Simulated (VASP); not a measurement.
Input:

```
CELL_PARAMETERS angstrom
     -2.05600     2.05600     4.75963
      2.05600    -2.05600     4.75963
      2.05600     2.05600    -4.75963
ATOMIC_POSITIONS crystal
  La 0.00496 0.00496 0.00000
  Co 0.66193 0.66193 0.00000
  Si 0.42530 0.42530 0.00000
  Si 0.26141 0.76141 0.50000
  Si 0.76141 0.26141 0.50000
```

All values below come from PBEsol GGA, VASP's PBE PAW potentials (set 64) (plane waves; VASP). Numerical set-up: 300 eV cut-off, 8×8×8 Γ-centred mesh, Fermi-Dirac smearing of 0.10 eV, potentials La Co Si.

At this cut-off the stress carries a Pulay error, which pulls relaxed volumes low.

**Question.** Give the force on each atom (eV/Å).

**Answer.** 
```csv
atom,Fx,Fy,Fz
La1,0.000,0.000,0.086
Co2,0.000,0.000,-0.098
Si3,0.000,0.000,0.057
Si4,0.000,0.000,-0.022
Si5,0.000,0.000,-0.022
```

**Question.** Give the stress tensor in GPa (positive for a compressed cell).

**Answer.** 
```
2.21  0.00  0.00
0.00  2.21  0.00
0.00  0.00  2.06
```
The pressure is its mean diagonal, 2.16 GPa.

The structure comes from a computed database's LaCoSi3 entry (I4mm); how it stands against other phases isn't given here. The cell was not relaxed at this level. The run is not spin-polarised, so no magnetic state was tried.
